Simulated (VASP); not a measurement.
# Au (Gold): structure and properties in VASP, part 2 of 2

What structure and properties does PBEsol give Au (Gold), and how near are they to the measured ones? Left out of this account: at least 1 further run (phonons: it ended without a result to show). The start is a cell from a database of measured crystal structures.

VASP 6.6.1, plane waves and PAW; the level of theory is named at each step.

Still holding for the runs below: This run has no spin polarisation. Its electron count is odd, so without a moment it is a metal by construction.

So far. Step 12 (Volume scan with PBEsol, volume scale 1.06): The pressure falls from -6.23 to -8.77 GPa. The parabola predicted -8.68 GPa, +0.09 GPa off. Step 14 (Fit for PBEsol): The fit over cells of fixed shape and fractional positions puts the volume +0.01 % from the relaxed one. The relaxed cell has a = 4.081 Å (conventional setting).

The database entry behind the starting cell differs from later determinations by our own check (about 0.15 % short), so it need not match the best structure at ambient conditions.

### 15. Elastic constants (PBEsol)

This step: PBEsol; plane waves and PAW (Au) (VASP 6.6.1).

IBRION = 6 with ISIF = 3 strains the cell both ways at fixed fractional positions, and adds the ions' share afterwards from the force constants. Stress converges slowly with the basis, so the cutoff is raised.

The input, INCAR:

```
SYSTEM = Au
PREC = Accurate
ENCUT = 500
EDIFF = 1E-07
NELM = 100
ISMEAR = 1
SIGMA = 0.2
LREAL = .FALSE.
ALGO = Normal
GGA = PS
NBANDS = 11
LASPH = .TRUE.
LORBIT = 11
LWAVE = .FALSE.
LCHARG = .FALSE.
KPAR = 2
IBRION = 6
NFREE = 2
POTIM = 0.015
ISIF = 3
NSW = 1
```

The input, POSCAR:

```
Au
1.0
    0.0000000000      2.0404236080      2.0404236080
    2.0404236080      0.0000000000      2.0404236080
    2.0404236080      2.0404236080      0.0000000000
Au
1
Direct
    0.0000000000      0.0000000000      0.0000000000
```

The input, KPOINTS:

```
Automatic mesh
0
Gamma
30 30 30
0 0 0
```

Potentials, in the order of the species: Au (PBE family, release 64).

The run is started by

```sh
$ mpirun -np 2 vasp_std
```

Wall time 15 min (2 MPI ranks of Intel Xeon 6975P-C (Granite Rapids), shared host); peak memory 3.9 GiB.

The last energy, forces, stress and levels in OUTCAR belong to the last displaced cell, not to the cell of POSCAR.

Numbers from this step:

| Item | Value |
| --- | --- |
| irreducible k-points | 752 |
| pressure of the cell | -0.04581 GPa |
| largest force of the cell | 0 eV/Å |
| mechanically stable | yes |
| bulk modulus (Voigt) | 175.1 GPa |
| shear modulus (Voigt) | 34.80 GPa |
| bulk modulus (Hill) | 175.1 GPa |
| shear modulus (Hill) | 32.57 GPa |
| Young's modulus | 92.00 GPa |
| Poisson's ratio | 0.4124 |

Elastic constants with relaxed ions, Voigt order xx yy zz yz xz xy (GPa):

```
202.6 161.4 161.4   0.0   0.0   0.0
161.4 202.6 161.4   0.0   0.0   0.0
161.4 161.4 202.6   0.0   0.0   0.0
  0.0   0.0   0.0  44.3   0.0   0.0
  0.0   0.0   0.0   0.0  44.3   0.0
  0.0   0.0   0.0   0.0   0.0  44.3
```

The bulk modulus from the tensor differs from that of the volume scan by -2 %; the two differ in cutoff and mesh, and so in the cell's distance from its minimum. B/G is 5.38, which by Pugh's rule of thumb (1.75, made for nearly isotropic solids) points to a ductile solid. The Zener ratio 2C44/(C11 - C12) is 2.15, where 1 means isotropic. With the density of 19.25 g/cm³ the Hill moduli give sound speeds of 3.37 km/s (longitudinal) and 1.30 km/s (transverse), and from their mean a Debye temperature of 171 K.

### 16. Core levels (PBEsol)

ICORELEVEL = 1 prints the core eigenvalues in the potential of the ground state.

The input, INCAR:

```
SYSTEM = Au
PREC = Accurate
ENCUT = 400
EDIFF = 1E-06
NELM = 100
ISMEAR = 1
SIGMA = 0.2
LREAL = .FALSE.
ALGO = Normal
GGA = PS
NBANDS = 11
LASPH = .TRUE.
LORBIT = 11
LWAVE = .FALSE.
LCHARG = .FALSE.
KPAR = 2
ICORELEVEL = 1
```

POSCAR is that of step 15.

The input, KPOINTS:

```
Automatic mesh
0
Gamma
9 9 9
0 0 0
```

The run is started by

```sh
$ mpirun -np 2 vasp_std
```

The job ended after 2.2 s (2 MPI ranks; peak memory 0.23 GiB).

These are scalar-relativistic Kohn-Sham levels of the ground state, with no core hole, so they are not binding energies.

This step gave:

| Item | Value |
| --- | --- |
| irreducible k-points | 35 |
| free energy (TOTEN) | -3.948 eV |
| energy at zero smearing | -3.949 eV |
| Fermi energy | 9.231 eV |
| pressure | 0.01073 GPa |

Kohn-Sham core levels. Core levels, by row:

```csv
atom,shell,level below the Fermi level (eV)
Au1,1s,80746
Au1,2s,14242
Au1,2p,12309
Au1,3s,3360
Au1,3p,2799
Au1,3d,2201
Au1,4s,727.2
Au1,4p,543.5
Au1,4d,323.1
Au1,4f,78.54
Au1,5s,105.5
Au1,5p,56.82
```

### 17. Band structure (PBEsol + SOC)

This step: PBEsol, spin-orbit coupling; plane waves and PAW (Au) (VASP 6.6.1).

Levels along the symmetry lines show where the bands peak and cross; KPOINTS_OPT computes them in the converged potential. Spin-orbit coupling needs spinors and the noncollinear program, where each band holds one electron.

Edit INCAR of step 16 so:

```diff
@@ -10,4 +10,9 @@
 GGA = PS
-NBANDS = 11
+LNONCOLLINEAR = .TRUE.
+MAGMOM = 0 0 0
+NBANDS = 22
+GGA_COMPAT = .FALSE.
 LASPH = .TRUE.
+LSORBIT = .TRUE.
+LMAXMIX = 4
 LORBIT = 11
@@ -16,2 +21 @@
 KPAR = 2
-ICORELEVEL = 1
```

POSCAR is that of step 16.

The input, KPOINTS:

```
Automatic mesh
0
Gamma
8 8 8
0 0 0
```

The input, KPOINTS_OPT:

```
Line mode
16
Line-mode
Reciprocal
  0.00000000   0.00000000   0.00000000 GAMMA
  0.50000000   0.00000000   0.50000000 X

  0.50000000   0.00000000   0.50000000 X
  0.50000000   0.25000000   0.75000000 W

  0.50000000   0.25000000   0.75000000 W
  0.37500000   0.37500000   0.75000000 K

  0.37500000   0.37500000   0.75000000 K
  0.00000000   0.00000000   0.00000000 GAMMA

  0.00000000   0.00000000   0.00000000 GAMMA
  0.50000000   0.50000000   0.50000000 L

  0.50000000   0.50000000   0.50000000 L
  0.62500000   0.25000000   0.62500000 U

  0.62500000   0.25000000   0.62500000 U
  0.50000000   0.25000000   0.75000000 W

  0.50000000   0.25000000   0.75000000 W
  0.50000000   0.50000000   0.50000000 L

  0.50000000   0.50000000   0.50000000 L
  0.37500000   0.37500000   0.75000000 K

  0.62500000   0.25000000   0.62500000 U
  0.50000000   0.00000000   0.50000000 X
```

The run is started by

```sh
$ mpirun -np 2 vasp_ncl
```

Wall time 16 s (2 MPI ranks); peak memory 0.32 GiB; 29 s of CPU time.

Numbers from this step:

```yaml
bands: 22
irreducible_k_points: 29
free_energy_toten: -4.178 eV
fermi_energy: 9.369 eV
pressure: -0.02030 GPa
```

On-site spin-orbit energy by atom:

```csv
atom,on-site spin-orbit energy (eV)
Au1,-0.591
```

Electronic bands along the path, in eV, zero at the Fermi level; # counts the bands kept in this run:

```csv
point,#5,#6,#7,#8,#9,#10,#11,#12
Γ,-5.35,-5.35,-4.17,-4.17,-2.95,-2.95,-2.95,-2.95
0.53 of the way,-4.60,-4.60,-3.20,-3.20,-3.13,-3.13,-2.28,-2.28
X,-2.25,-2.25,-2.04,-2.04,-1.03,-1.03,0.73,0.73
0.53 of the way,-3.63,-3.63,-2.61,-2.61,-1.51,-1.51,3.10,3.10
W,-5.07,-5.07,-3.20,-3.20,-1.60,-1.60,4.64,4.64
0.47 of the way,-4.53,-4.53,-3.04,-3.04,-1.74,-1.74,4.09,4.09
K,-3.98,-3.98,-2.95,-2.95,-1.92,-1.92,3.69,3.69
0.53 of the way,-5.10,-5.10,-3.65,-3.65,-3.53,-3.53,-1.95,-1.95
Γ,-5.35,-5.35,-4.17,-4.17,-2.95,-2.95,-2.95,-2.95
0.53 of the way,-5.10,-5.10,-3.90,-3.90,-3.06,-3.06,-2.49,-2.49
L,-4.30,-4.30,-2.30,-2.30,-1.60,-1.60,-1.18,-1.18
0.53 of the way,-4.37,-4.37,-3.70,-3.70,-2.05,-2.05,2.12,2.12
U,-3.98,-3.98,-2.95,-2.95,-1.92,-1.92,3.69,3.69
0.47 of the way,-4.43,-4.43,-3.01,-3.01,-1.77,-1.77,4.01,4.01
W,-5.07,-5.07,-3.20,-3.20,-1.60,-1.60,4.64,4.64
0.47 of the way,-4.60,-4.60,-3.55,-3.55,-2.07,-2.07,2.81,2.81
L,-4.30,-4.30,-2.30,-2.30,-1.60,-1.60,-1.18,-1.18
0.53 of the way,-4.37,-4.37,-3.70,-3.70,-2.05,-2.05,2.12,2.12
K,-3.98,-3.98,-2.95,-2.95,-1.92,-1.92,3.69,3.69
jump to U,-3.98,-3.98,-2.95,-2.95,-1.92,-1.92,3.69,3.69
0.53 of the way,-2.77,-2.77,-2.37,-2.37,-1.42,-1.42,1.94,1.94
X,-2.25,-2.25,-2.04,-2.04,-1.03,-1.03,0.73,0.73
```

There is no gap at this level.

Of the bands kept, 2 cross the Fermi level on this path (spinor bands, one electron each).

### 18. Self-consistent run (PBEsol) with a changed input

This step: PBEsol; plane waves and PAW (Au) (VASP 6.6.1).

A single point gives energy, forces and stress at these settings. Some settings are moved from the usual, to see what they do.

The input, INCAR:

```
SYSTEM = Au
PREC = Low
ENCUT = 400
EDIFF = 1E-06
NELM = 100
ISMEAR = 1
SIGMA = 0.2
LREAL = .FALSE.
ALGO = Normal
GGA = PS
NBANDS = 11
LASPH = .TRUE.
LORBIT = 11
LWAVE = .FALSE.
LCHARG = .FALSE.
KPAR = 2
ISIF = 2
```

POSCAR is that of step 17.

The input, KPOINTS:

```
Automatic mesh
0
Gamma
9 9 9
0 0 0
```

The run is started by

```sh
$ mpirun -np 2 vasp_std
```

Elapsed: 1.4 s, on 2 MPI ranks; peak memory 0.18 GiB.

The run converged, and its energy and pressure stay near those of the sound run.

Against the sound run on this cell (volume scan with PBEsol) the energy at zero smearing moves by -1.0 meV an atom and the pressure by -0.00 GPa.

Settings moved from the usual: PREC = Low.

PREC = Low changes the FFT grids.

### 19. Outcome

```
relaxed volume                               : 16.99 Å³/atom
relaxed conventional cell a, b, c            : 4.081, 4.081, 4.081 Å
space group after relaxing, within 0.02 Å    : Fm-3m (No. 225)
band gap                                     : none, a metal
DOS at the Fermi level                       : 0.284 states/eV/cell
bulk modulus from the fit                    : 178 GPa
volume from the fit                          : 17.0 Å³/atom
bulk modulus (Hill)                          : 175 GPa
shear modulus (Hill)                         : 32.6 GPa
Debye temperature from the elastic constants : 171 K
shallowest level of the frozen cores         : Au1 5p, 56.8 eV deep
band gap (PBEsol + SOC)                      : none, a metal
```

With PBEsol, Au (Gold) relaxes to 16.99 Å³/atom in space group Fm-3m (held by the symmetry of the run), comes out as a metal and has a bulk modulus of 178 GPa. Against the listed cell the volume lies +0.7 %. Band structure (PBEsol): Of the bands kept, 1 crosses the Fermi level on this path. Band structure (PBEsol + SOC): Of the bands kept, 2 cross the Fermi level on this path (spinor bands, one electron each). Measured elastic constants soften with temperature, which the static lattice leaves out. The k-sampling is coarse for a metal, so the Fermi level, pressures and the shape of the cell carry errors. No search among competing phases was made. All values are for a static lattice at zero temperature.

Computed beside measured:

| quantity | measured | PBEsol | Birch-Murnaghan fit, PBEsol |
| --- | --- | --- | --- |
| lattice constant a (Å) | 4.078 | 4.081 (+0.1 %) | - |
| bulk modulus (GPa) | 167 | - | 178 (+6.6 %) |

Measured values from arxiv:1805.06931 (2018) and pmc:11102561 (2024).

**Verdict.** The lattice constant a is off by +0.1 %: good agreement. The bulk modulus is off by +6.6 %: fair agreement. The grades are ours: good and fair within 0.7 and 1.5 % for the lattice constant a and 5 and 12 % for the bulk modulus. For lattice constants and bulk modulus the calculation has a static lattice, without zero-point motion or thermal expansion (measured at up to 298 K).

[Lines on the potential files, build, host, timing and source positions are cut from VASP's logs without a mark.]

[Logs are printed without paths, hosts, clocks, repeated set-up lines and the standing remarks that a program may print on its own settings, such as how far it seeks lower states.]

[Hosts, paths, dates, database ids (printed as entryN), source tags and the programs' standing remarks are cut or masked in the printed files.]

[A measured line is paired with the nearest computed mode of its activity, which favours agreement.]

[In band tables of VASP the shares of atoms and orbitals are scaled to a sum of 1 inside the atoms' spheres.]
